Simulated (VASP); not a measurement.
These are PBEsol GGA, VASP's PBE PAW potentials (set 64) (plane waves; VASP) values and carry that method's errors.

Input for VASP

File KPOINTS:
```
Automatic mesh
0
Gamma
10 7 1
0 0 0
```

**INCAR**
```
ALGO  =  Normal
DIPOL  =  0.5 0.5 0.5
EDIFF  =  1E-5
EDIFFG  =  -0.03
ENCUT  =  400
GGA  =  PS
IBRION  =  2
IDIPOL  =  3
ISIF  =  2
ISMEAR  =  1
LASPH  =  .True.
LCHARG  =  .False.
LDIPOL  =  .True.
LMAXMIX  =  4
LREAL  =  .False.
LWAVE  =  .True.
NELM  =  100
NELMIN  =  4
NSW  =  50
PREC  =  Normal
SIGMA  =  0.1
SYSTEM  =  FeAl(110) slab
```

**POSCAR**
```
FeAl(110) slab
1
    2.8400422482     0.0000000000     0.0000000000
    0.0000000000     4.0164258098     0.0000000000
    0.0000000000     0.0000000000    24.6804590205
Al Fe
5 5
Direct
  0.5000000000   0.0000000000   0.3372630000
  0.5000000000   0.5000000000   0.4186310000
  0.5000000000   0.0000000000   0.5000000000
  0.5000000000   0.5000000000   0.5813690000
  0.5000000000   0.0000000000   0.6627370000
  0.0000000000   0.5000000000   0.3372630000
  0.0000000000   0.0000000000   0.4186310000
  0.0000000000   0.5000000000   0.5000000000
  0.0000000000   0.0000000000   0.5813690000
  0.0000000000   0.5000000000   0.6627370000
```

POTCAR, in this order: Al Fe (PBE.64 set). Program: vasp_std.

Problem. What does the run give for the energy per atom (σ→0), band gap (on the k-mesh)?

Solution. 
```json
{
  "energy per atom (σ→0)": "-6.476 eV/atom",
  "band gap (on the k-mesh)": "none (metal, semimetal or under 0.01 eV)"
}
```

**OSZICAR**
```
...
DAV:   2    -0.648292367599E+02   -0.65447E-01   -0.32755E-01  2999   0.538E+00    0.443E+00
DAV:   3    -0.647627950411E+02    0.66442E-01   -0.23319E-01  2967   0.501E+00    0.228E-01
DAV:   4    -0.647642572962E+02   -0.14623E-02   -0.71881E-03  2502   0.919E-01    0.366E-01
DAV:   5    -0.647637983261E+02    0.45897E-03   -0.41129E-03  2513   0.913E-01    0.135E-01
DAV:   6    -0.647637091608E+02    0.89165E-04   -0.70131E-04  2486   0.303E-01    0.616E-02
DAV:   7    -0.647637213057E+02   -0.12145E-04   -0.16100E-04  2222   0.136E-01    0.360E-02
DAV:   8    -0.647637216559E+02   -0.35027E-06   -0.12915E-05   867   0.330E-02
   8 F= -.64763722E+02 E0= -.64763073E+02  d E =-.654882E-03
```

The cell is a thin slab with vacuum, built from FeAl (CsCl type): (110) face. The run is not spin-polarised, so no magnetic state was tried.
